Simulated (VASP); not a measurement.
Given:

```yaml
crystal:
  lattice:
    - [-2.26515, 2.26515, 5.61863]
    - [2.26515, -2.26515, 5.61863]
    - [2.26515, 2.26515, -5.61863]
  atoms:
    - { symbol: Ba, position: [0.00000, 0.00000, 0.00000] }
    - { symbol: Al, position: [0.75000, 0.25000, 0.50000] }
    - { symbol: Al, position: [0.25000, 0.75000, 0.50000] }
    - { symbol: Al, position: [0.38149, 0.38149, 0.00000] }
    - { symbol: Al, position: [0.61851, 0.61851, 0.00000] }
```

Calculation: PBEsol GGA, VASP's PBE PAW potentials (set 64) (plane waves; VASP). Numerical set-up: 400 eV cut-off, Gaussian smearing of 0.050 eV, potentials Ba_sv Al.

Unless said otherwise, spin-orbit coupling is left out, though it shifts the bands of the heavy elements here.

Question: Predict the band gap (along the path) with the smallest direct gap where there is one.

Answer: 
```yaml
band gap (along the path): none (metal, semimetal or under 0.01 eV)
```

The compound is BaAl4 in the sg139 structure. It was relaxed first.
